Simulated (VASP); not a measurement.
Cost and result of VASP (PAW) for the lattice constant a of AgCl (rock salt). Static lattice. The cost counts the five points of the equation of state, each on the mesh and cut-off of its row, so the ratios hold those differences too. With PBE it took about 60 core-seconds. Times come from single runs on busy shared machines, so they are rough: good to a factor of about 2.

| level | k-mesh | cut-off (eV) | lattice constant a (Å) | cost over PBE |
|---|---|---|---|---|
| PBE-D4 | 8×8×8 | 520 | 5.514 | within a factor of 2 |
| PBEsol | 8×8×8 | 520 | 5.447 | within a factor of 2 |
| PBE | 8×8×8 | 520 | 5.609 | reference |
| rev-vdW-DF2 | 8×8×8 | 520 | 5.526 | about 2 times |
| r2SCAN | 8×8×8 | 520 | 5.545 | about 7 times |
| SCAN | 8×8×8 | 520 | ? | about 7 times |
| r2SCAN+rVV10 | 8×8×8 | 520 | 5.504 | about 8 times |
| PBE0 | 6×6×6 | 520 | ? | ? |

Question: Fill in the missing entries.

Answer: 
- SCAN, lattice constant a (Å): 5.530
- PBE0, lattice constant a (Å): 5.595
- PBE0, cost over PBE: about 60 times

Left out are levels that failed, ran on another kind of processor or have no fit band path; at most nine are shown.

The compound is AgCl in the rock salt structure.
